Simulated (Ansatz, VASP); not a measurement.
# In4Ga12Sb13As3 (Ga0.78In0.22As0.20Sb0.80, zincblende): VASP beside Ansatz

One calculation is typed for both programs; each brings its own data sets. How far apart do they land? The cell is invented: As first built, before any earlier steps moved the atoms (in the runner's words): 1x2x2 conventional cells of the GaSb type (32 atoms: 12 Ga, 3 As, 4 In, 13 Sb); Ga/In and Sb/As share their sites, the best of 600 random draws by like-pair counts in two shells; start lattice by linear mixing of the end members' cells; atoms moved at random by 0.02 A. It may not be a known or stable phase. The structure shown is the start of the Ansatz relaxation below; VASP solves that cell, so the two are compared at the walk's first step.

Method: plane waves, with VASP 6.6.1 beside it; single point at PBE, in Ansatz 0.2.0.

**1. Set-up**

The cell holds 32 atoms: 12 Ga, 3 As, 4 In and 13 Sb. Cell: a = 6.105 Å, b = 12.211 Å, c = 12.211 Å, α = 90.0°, β = 90.0°, γ = 90.0°. It derives from GaSb (GaSb type, space group 216), repeated 1×2×2. As first built, before any earlier steps moved the atoms (in the runner's words): 1x2x2 conventional cells of the GaSb type (32 atoms: 12 Ga, 3 As, 4 In, 13 Sb); Ga/In and Sb/As share their sites, the best of 600 random draws by like-pair counts in two shells; start lattice by linear mixing of the end members' cells; atoms moved at random by 0.02 A.

**2. Ansatz: relaxation, PBE**

Ansatz runs on its default PAW (the set named soft_2) files.

The two programs are compared at the cell with which this relaxation starts, whose forces are those of its first step.

The input, input.yaml:

```yaml
crystal:
  lattice:
    - [6.10536, 0.0, 0.0]
    - [0.0, 12.21071, 0.0]
    - [0.0, 0.0, 12.21071]
  atoms:
    - { symbol: Ga, position: [0.49733, 0.00219, 0.24696] }
    - { symbol: Ga, position: [0.4959, 0.25264, 0.99931] }
    - { symbol: Ga, position: [0.0011, 0.999, 0.49705] }
    - { symbol: Ga, position: [0.00305, 0.24902, 0.75162] }
    - { symbol: Ga, position: [0.49966, 0.25137, 0.50404] }
    - { symbol: Ga, position: [0.0009, 0.50063, 0.99772] }
    - { symbol: Ga, position: [0.00216, 0.74767, 0.24861] }
    - { symbol: Ga, position: [0.49791, 0.50009, 0.24789] }
    - { symbol: Ga, position: [0.00204, 0.49769, 0.50267] }
    - { symbol: Ga, position: [0.00058, 0.74977, 0.75008] }
    - { symbol: Ga, position: [0.4991, 0.50022, 0.74789] }
    - { symbol: Ga, position: [0.50086, 0.7519, 0.49564] }
    - { symbol: As, position: [0.24383, 0.37792, 0.12582] }
    - { symbol: As, position: [0.74661, 0.37351, 0.37364] }
    - { symbol: As, position: [0.74662, 0.6262, 0.6241] }
    - { symbol: In, position: [0.99627, 0.99745, 0.99975] }
    - { symbol: In, position: [0.00108, 0.25285, 0.24676] }
    - { symbol: In, position: [0.50042, 0.99741, 0.75206] }
    - { symbol: In, position: [0.49363, 0.75031, 0.00126] }
    - { symbol: Sb, position: [0.24873, 0.12365, 0.37554] }
    - { symbol: Sb, position: [0.75399, 0.12624, 0.12572] }
    - { symbol: Sb, position: [0.25668, 0.12538, 0.87545] }
    - { symbol: Sb, position: [0.24721, 0.37472, 0.62618] }
    - { symbol: Sb, position: [0.74741, 0.12456, 0.62564] }
    - { symbol: Sb, position: [0.74845, 0.37181, 0.87525] }
    - { symbol: Sb, position: [0.25283, 0.62456, 0.37565] }
    - { symbol: Sb, position: [0.24497, 0.87647, 0.12418] }
    - { symbol: Sb, position: [0.74994, 0.6235, 0.12765] }
    - { symbol: Sb, position: [0.75075, 0.8786, 0.3742] }
    - { symbol: Sb, position: [0.25142, 0.6257, 0.87217] }
    - { symbol: Sb, position: [0.24832, 0.8743, 0.62767] }
    - { symbol: Sb, position: [0.75105, 0.87358, 0.87564] }
kpoints:
  mp_grid: { grid: [3, 2, 2], shift: [0.0, 0.5, 0.5] }
hamiltonian:
  xc: pbe
scf:
  occupations: { method: fermi_dirac, width: 0.01 }
output:
  forces: true
  stress: true
relax:
  f_tol: 0.02
  max_steps: 45
  cell: { stress_tol: 0.1 }
```

The run is started by

```sh
$ ansatz run input.yaml --threads 8 --pin off --max-ram 15360MiB --backend cpu --events-out ev --progress --plain --runs-dir out
```

Numbers of over 12 decimals in the logs are rounded to 6 here.

Log:

```text
The last accepted step is kept in <dir> (removed where the run ends without a failure and the disk answers)
Engine: ansatz 0.2.0, aarch64-unknown-linux-gnu
Pseudopotentials: kind: paw
Pseudopotential: Ga, paw, valence charge 13, recommended cutoff 420 eV (normal), Ga.paw.azcp
Pseudopotential: As, paw, valence charge 15, recommended cutoff 420 eV (normal), As.paw.azcp
Pseudopotential: In, paw, valence charge 13, recommended cutoff 420 eV (normal), In.paw.azcp
Pseudopotential: Sb, paw, valence charge 15, recommended cutoff 420 eV (normal), Sb.paw.azcp
Functional definition: PBE
  parameter kappa = 0.804
  parameter beta = 0.066725
  exchange = pbe_x(kappa = kappa, mu = beta*pi^2/3)
  correlation = pbe_c(beta = beta)
Crystal: 32 atoms, lattice volume = 910.318 Å³
Basis set: ecut = 420 eV, 17797 PW (Γ), exchange–correlation on 90×180×180 points (8 copies of the dense FFT grid, shifted against one another)
Bands: 269, of which v1, the nominal top of the filled ones, is band 224 counted from 1 (223 counted from 0)
Symmetry: 1 space group operations
Space group: P1 (ITA 1), of the structure as read, at distance tolerance 9.7e-5 Å
k-points: 6 of 12 (time reversal used)
Non-local potential: Ga, projectors of the file, l = 0: 2, l = 1: 2, l = 2: 3, l = 3: 1
Non-local potential: As, projectors of the file, l = 0: 2, l = 1: 2, l = 2: 3, l = 3: 1
Non-local potential: In, projectors of the file, l = 0: 2, l = 1: 2, l = 2: 2, l = 3: 2
Non-local potential: Sb, projectors of the file, l = 0: 2, l = 1: 2, l = 2: 2, l = 3: 2
PAW form: soft (Blöchl's): semilocal exchange-correlation on the pseudo side does not see the compensation charge
PAW one-centre angular grid: Ga, 590 points (default); XC on 64 Gauss nodes
PAW one-centre angular grid: As, 590 points (default); XC on 64 Gauss nodes
PAW one-centre angular grid: In, 590 points (default); XC on 64 Gauss nodes
PAW one-centre angular grid: Sb, 590 points (default); XC on 64 Gauss nodes
Initial density: superposition of atomic densities (neutral atoms: chi_scale 0, normalization atom), corrected by the library's trained network
Initial wavefunctions: pseudopotential atomic-orbital guess
Functional: x = pbe(κ = 0.804, μ = 0.219515), c = pbe(β = 0.066725)
SCF iter   1: F=—  HF=-166657.034644 eV  |F-HF|=—  |Δ(HF+E_count)|=         —  Δρ=1.41e-3  dr2=4.11e-2  ethr=1.77e-3  ⟨swp⟩=6.2  Hψ=6029  notcnv=0  defer=20
preconditioner: auto → Resta (q_TF=auto, 2.424 Å⁻¹)  ε∞=3.3  [insulator: Δε(μ)=0.666 eV  Ē_g=13.725 eV  σ=0.010 eV  W_gap=1.00  n_scr=232 (ndim 8)  ℏωp=20.9 eV  f_vac=0.092  D(μ)=0.00/eV (n_scr^D=0)  ε∞_Penn≈3.3]
SCF iter   2: F=—  HF=-166656.999673 eV  |F-HF|=—  |Δ(HF+E_count)|=   3.50e-2  Δρ=7.50e-4  dr2=9.86e-3  ethr=9.18e-6  ⟨swp⟩=3.0  Hψ=2808  notcnv=0  defer=226
SCF iter   3: F=—  HF=-166656.999295 eV  |F-HF|=—  |Δ(HF+E_count)|=   3.78e-4  Δρ=3.57e-4  dr2=2.41e-3  ethr=2.20e-6  ⟨swp⟩=2.0  Hψ=2296  notcnv=0  defer=226
SCF iter   4: F=—  HF=-166656.999944 eV  |F-HF|=—  |Δ(HF+E_count)|=   6.49e-4  Δρ=1.50e-4  dr2=2.96e-4  ethr=5.39e-7  ⟨swp⟩=2.0  Hψ=2295  notcnv=0  defer=226
SCF iter   5: F=—  HF=-166657.000074 eV  |F-HF|=—  |Δ(HF+E_count)|=   1.30e-4  Δρ=6.59e-5  dr2=5.86e-5  ethr=6.60e-8  ⟨swp⟩=2.0  Hψ=2252  notcnv=0  defer=226
SCF iter   6: F=—  HF=-166657.000804 eV  |F-HF|=—  |Δ(HF+E_count)|=   7.30e-4  Δρ=2.80e-5  dr2=1.27e-5  ethr=1.31e-8  ⟨swp⟩=2.0  Hψ=2252  notcnv=0  defer=226
SCF iter   7: F=—  HF=-166657.000808 eV  |F-HF|=—  |Δ(HF+E_count)|=   4.57e-6  Δρ=1.06e-5  dr2=1.41e-6  ethr=2.84e-9  ⟨swp⟩=2.0  Hψ=2252  notcnv=0  defer=226
SCF iter   8: F=—  HF=-166657.000811 eV  |F-HF|=—  |Δ(HF+E_count)|=   2.66e-6  Δρ=3.42e-6  dr2=1.79e-7  ethr=3.14e-10  ⟨swp⟩=2.0  Hψ=2732  notcnv=0  defer=226
SCF iter   9: F=-166657.000811 eV  HF=-166657.000811 eV  |F-HF|=4.22e-9  |Δ(HF+E_count)|=   1.51e-7  Δρ=1.19e-6  dr2=3.12e-8  ethr=2.23e-11  ⟨swp⟩=4.0  Hψ=5670  notcnv=0
SCF 1 converged in 9 iterations: F = -166657.000811 eV  dr2 = 3.12e-8
  greatest PAW one-centre occupation: 0.999 electrons in one spin orbital (limit 2), on the As atom at site 14 (counted from 0), in its partial waves of l = 2
relax step   1: F+E_penalty+E_count = -166657.00081097 eV  Δ(F+E_penalty+E_count) = +0.000e0 eV  max|allowed force component| = 1.850e0 eV/Å  Δτ_max = 0.0000 Å  P = +4.200 GPa  Ω = 910.318 Å³  (9 SCF iters, dr2 threshold 1.00e-7 eV, accepted)
[...]
relax step   4: F+E_penalty+E_count = -166659.66949880 eV  Δ(F+E_penalty+E_count) = -2.036e-2 eV  max|allowed force component| = 2.361e-2 eV/Å  Δτ_max = 0.0307 Å  P = -0.003 GPa  Ω = 968.350 Å³  energy of the carried Pulay correction = -1.281e-2 eV  (6 SCF iters, dr2 threshold 1.69e-6 eV, accepted)
[...]
relax step   5: F+E_penalty+E_count = -166659.66991892 eV  Δ(F+E_penalty+E_count) = -4.201e-4 eV  max|allowed force component| = 3.275e-3 eV/Å  Δτ_max = 0.0051 Å  P = +0.000 GPa  Ω = 968.282 Å³  energy of the carried Pulay correction = -1.279e-2 eV  (6 SCF iters, dr2 threshold 3.48e-8 eV, accepted)
[...]
relax step   6: F+E_penalty+E_count = -166659.68120129 eV  Δ(F+E_penalty+E_count) = -1.128e-2 eV  max|allowed force component| = 3.303e-3 eV/Å  Δτ_max = 0.0000 Å  P = -0.007 GPa  Ω = 968.282 Å³  stress off target by 1.18e-2 GPa  SCF on the basis re-selected at this cell (its energy is not comparable with the rows above)  (8 SCF iters)
basis re-selected at this cell: Δ(F+E_penalty+E_count) = -1.128e-2 eV, ΔP = -0.008 GPa vs the last step (what re-selecting the basis moved, of the pressure what is left beyond the Pulay correction that the steps carried, after the strain that the cell walked since its last selection, with what the two solves' SCF thresholds leave and, on support functions, any second-order correction that the steps lacked; it is no m [...]
SCF converged after 8 iterations
Free energy (F): -166659.681201 eV
Harris-Foulkes:  -166659.681201 eV  (|F-HF|=3.49e-10)
Internal energy: -166659.681201 eV  (E = F + TS)
E sigma→0 (E₀):  -166659.681201 eV
Fermi energy:    7.305252 eV
--- Per-component energies (eV) ---
  E_band       = -4574.688462
  E_kinetic    = 5348.293428
  E_local      = -61601.960852  (includes V_loc(G=0)·N_el)
  E_nonlocal   = 9264.853575
  E_hartree    = 28440.529214
  E_xc         = -3716.397003
  E_vxc        = -2566.887435  (∫ρ·V_xc dr)
  E_paw        = -105480.883107  (= ΣΔE_a)
  E_vpaw       = -11900.043778  (= ΣTr[D̂ρ^β])
  E_aug_tail   = -0.001227  (compensation charges beyond the density's cutoff)
  E_ewald      = -38914.115229
  E_smearing   = -0.000000  (= −TS)
  E_closure    = -0.000000  (closes the sum)
  Σ components = -166659.681201   (vs F -166659.681201, Δ=0.00e0)
--- Forces (eV/Å), atoms counted from 1 ---
  atom   1  Ga    -0.00014352     0.00026559    -0.00046983
  atom   2  Ga     0.00097346     0.00019265    -0.00001743
  atom   3  Ga     0.00120446     0.00034111    -0.00036995
  atom   4  Ga    -0.00048182     0.00020420    -0.00042493
  atom   5  Ga     0.00299387     0.00117927    -0.00086901
  atom   6  Ga     0.00045572    -0.00157264     0.00027315
  atom   7  Ga    -0.00091412    -0.00026998    -0.00117695
  atom   8  Ga     0.00112576    -0.00074231    -0.00042619
  atom   9  Ga     0.00183613    -0.00066965    -0.00036593
  atom  10  Ga    -0.00078220    -0.00191895    -0.00280223
  atom  11  Ga     0.00079059     0.00156254    -0.00110639
  atom  12  Ga     0.00089622    -0.00006871     0.00075024
  atom  13  As     0.00185041     0.00080889    -0.00068732
  atom  14  As    -0.00330263    -0.00056492     0.00053336
  atom  15  As    -0.00108869     0.00096555     0.00204333
  atom  16  In     0.00053437    -0.00113381    -0.00116442
  atom  17  In    -0.00175325    -0.00240945    -0.00182768
  atom  18  In     0.00051028     0.00097175     0.00171634
  atom  19  In    -0.00058246    -0.00075682    -0.00085917
  atom  20  Sb    -0.00146541     0.00074873     0.00156363
  atom  21  Sb     0.00013171    -0.00033538    -0.00021453
  atom  22  Sb    -0.00047627     0.00065701     0.00001996
  atom  23  Sb     0.00055198    -0.00033831     0.00111439
  atom  24  Sb    -0.00045134    -0.00116371    -0.00071524
  atom  25  Sb    -0.00061526     0.00004940     0.00138097
  atom  26  Sb     0.00025855     0.00243405     0.00116411
  atom  27  Sb     0.00123833     0.00038583     0.00075047
  atom  28  Sb     0.00010107    -0.00005793     0.00082526
  atom  29  Sb    -0.00126554     0.00021603    -0.00016999
  atom  30  Sb    -0.00142786     0.00037435     0.00059370
  atom  31  Sb    -0.00071089    -0.00041822     0.00058939
  atom  32  Sb     0.00000833     0.00106359     0.00034807
  max |Σ_I F_I| component: 8.27e-7 eV/Å
--- Stress (GPa, compression-positive) ---
       -0.005496       0.003734      -0.002921
        0.003734      -0.008704      -0.000244
       -0.002921      -0.000244      -0.008110
  P = ⅓ Tr σ = -0.0074 GPa (-0.074 kbar)
--- Relaxed structure (5 steps of the walk, 5 accepted, 1 SCFs on fresh bases) ---
  F+E_penalty+E_count = -166659.68120129 eV   max|allowed force component| = 3.303e-3 eV/Å   (the final SCF, on the basis selected at the relaxed cell)
  cell:  # Å, volume = 968.2822 Å³
    - [6.233308, -0.00131118, -0.0038067]
    - [-0.00262236, 12.466336, 0.000840174]
    - [-0.00761339, 0.000840174, 12.460765]
  atoms:
    - { symbol: Ga, position: [0.499382, -0.000620274, 0.256647] }
    - { symbol: Ga, position: [0.485879, 0.264419, 1.005367] }
    - { symbol: Ga, position: [0.00416978, 0.998928, 0.497996] }
    - { symbol: Ga, position: [0.00122447, 0.257381, 0.748049] }
    - { symbol: Ga, position: [0.512078, 0.260032, 0.494456] }
    - { symbol: Ga, position: [0.018552, 0.492750, 1.004518] }
    - { symbol: Ga, position: [0.0017827, 0.745812, 0.256954] }
    - { symbol: Ga, position: [0.498987, 0.491071, 0.252753] }
    - { symbol: Ga, position: [-0.027994, 0.500871, 0.499508] }
    - { symbol: Ga, position: [-0.014322, 0.734543, 0.736490] }
    - { symbol: Ga, position: [0.510448, 0.504090, 0.741602] }
    - { symbol: Ga, position: [0.508052, 0.739436, 0.503362] }
    - { symbol: As, position: [0.261680, 0.382550, 0.124892] }
    - { symbol: As, position: [0.736606, 0.383308, 0.378906] }
    - { symbol: As, position: [0.743477, 0.620200, 0.620519] }
    - { symbol: In, position: [0.995918, 1.002997, 1.001102] }
    - { symbol: In, position: [-0.000966635, 0.263914, 0.252454] }
    - { symbol: In, position: [0.496265, 1.002998, 0.744707] }
    - { symbol: In, position: [0.500189, 0.743134, 0.00136309] }
    - { symbol: Sb, position: [0.261423, 0.125971, 0.380439] }
    - { symbol: Sb, position: [0.721016, 0.131582, 0.127758] }
    - { symbol: Sb, position: [0.249704, 0.141058, 0.876131] }
    - { symbol: Sb, position: [0.248498, 0.380005, 0.619717] }
    - { symbol: Sb, position: [0.765052, 0.134288, 0.616514] }
    - { symbol: Sb, position: [0.750563, 0.379079, 0.876018] }
    - { symbol: Sb, position: [0.248230, 0.617774, 0.377922] }
    - { symbol: Sb, position: [0.248614, 0.873711, 0.137595] }
    - { symbol: Sb, position: [0.766545, 0.613027, 0.133288] }
    - { symbol: Sb, position: [0.749635, 0.871642, 0.378280] }
    - { symbol: Sb, position: [0.239269, 0.616124, 0.865677] }
    - { symbol: Sb, position: [0.238493, 0.863519, 0.618283] }
    - { symbol: Sb, position: [0.762350, 0.865319, 0.864546] }
```

Reading the cycles: dr2 is the Hartree energy of the density residual (eV), the measure of convergence; HF is the Harris–Foulkes estimate of the energy, which meets the free energy F at convergence.

(Part 1 of 2 ends here.)

[Lines on the potential files, build, host, timing and source positions are cut from VASP's logs without a mark.]

[Logs are printed without paths, hosts, clocks, repeated set-up lines and the standing remarks that a program may print on its own settings, such as how far it seeks lower states.]

[Hosts, paths, dates, database ids (printed as entryN), source tags and the programs' standing remarks are cut or masked in the printed files.]
